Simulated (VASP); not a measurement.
These are PBEsol GGA, VASP's PBE PAW potentials (set 64) (plane waves; VASP) values and carry that method's errors.

The input files of a VASP run:

**INCAR**
```
# general
SYSTEM =Lu
PREC   =Accurate
ENCUT  =400
LREAL  =.False.
LASPH  =.True.

# electronic loop
EDIFF  =1E-6
NELM   =100
ALGO   =Normal
LMAXMIX=6

# smearing
ISMEAR =1
SIGMA  =0.1

# functional
GGA    =PS

# ions
IBRION =2
NSW    =60
ISIF   =3
EDIFFG =-0.01

# output
LWAVE  =.False.
LCHARG =.False.
```

**KPOINTS**
```
Automatic mesh
0
gamma
  12 12 12
```

File POSCAR:
```
Lu
1
   -1.9159409567     1.9159409567     1.9159409567
    1.9159409567    -1.9159409567     1.9159409567
    1.9159409567     1.9159409567    -1.9159409567
Lu
1
Direct
  0.0000000000   0.0000000000   0.0000000000
```

POTCAR, in this order: Lu_3 (PBE.64 set). Program: vasp_std.

What VASP printed:

File OSZICAR:
```
       N       E                     dE             d eps       ncg     rms          rms(c)
DAV:   1    -0.119920952438E+01   -0.11992E+01   -0.43435E+03  1744   0.101E+03
DAV:   2    -0.461313934660E+01   -0.34139E+01   -0.32370E+01  1264   0.473E+01
DAV:   3    -0.473680644411E+01   -0.12367E+00   -0.10586E+00  2144   0.867E+00
DAV:   4    -0.473706045315E+01   -0.25401E-03   -0.25388E-03  1296   0.519E-01
DAV:   5    -0.473706319721E+01   -0.27441E-05   -0.27440E-05  2160   0.871E-02    0.191E+01
DAV:   6    -0.472371958099E+01    0.13344E-01   -0.23745E-02  1824   0.350E+00    0.113E+01
DAV:   7    -0.472421857516E+01   -0.49899E-03   -0.39429E-02  1832   0.455E+00    0.257E-01
DAV:   8    -0.472400247522E+01    0.21610E-03   -0.12742E-03  1896   0.530E-01    0.745E-02
DAV:   9    -0.472400445023E+01   -0.19750E-05   -0.28833E-05  1928   0.775E-02    0.119E-02
DAV:  10    -0.472400228135E+01    0.21689E-05   -0.36544E-06  1864   0.379E-02    0.621E-03
DAV:  11    -0.472400232351E+01   -0.42164E-07   -0.11438E-07   728   0.576E-03
   1 F= -.47240023E+01 E0= -.47242392E+01  d E =-.472400E+01
```

File OUTCAR:
```
------------------------ aborting loop because EDIFF is reached ----------------------------------------
  FORCE on cell =-STRESS in cart. coord.  units (eV):
  Direction    XX          YY          ZZ          XY          YZ          ZX
  --------------------------------------------------------------------------------------
  Total        0.0020612      0.0020612      0.0020612      0.0000000     -0.0000000      0.0000000
  in kB        0.1173858      0.1173858      0.1173858      0.0000000     -0.0000000      0.0000000
  external PRESSURE =       0.1173858 kB  Pullay stress =       0.0000000 kB
  volume of cell :       28.13
      direct lattice vectors                 reciprocal lattice vectors
    -1.915940957  1.915940957  1.915940957     0.000000000  0.260968376  0.260968376
     1.915940957 -1.915940957  1.915940957     0.260968376  0.000000000  0.260968376
     1.915940957  1.915940957 -1.915940957     0.260968376  0.260968376  0.000000000
 POSITION                                       TOTAL-FORCE (eV/Angst)
 -----------------------------------------------------------------------------------
      0.00000      0.00000      0.00000        -0.000000     -0.000000      0.000000
 -----------------------------------------------------------------------------------
    total drift:                                0.000000      0.000000      0.000000
  FREE ENERGIE OF THE ION-ELECTRON SYSTEM (eV)
  ---------------------------------------------------
  free  energy   TOTEN  =        -4.7240023235 eV

  energy  without entropy=       -4.7247128184  energy(sigma->0) =       -4.72423916

 reached required accuracy - stopping structural energy minimisation
```
(Selected blocks of OUTCAR.)

The structure was generated: Lu was put into the bcc type (Im-3m), which need not be its known phase. It was relaxed first, which changed the volume by -5 %. The start is the result of an earlier pass.
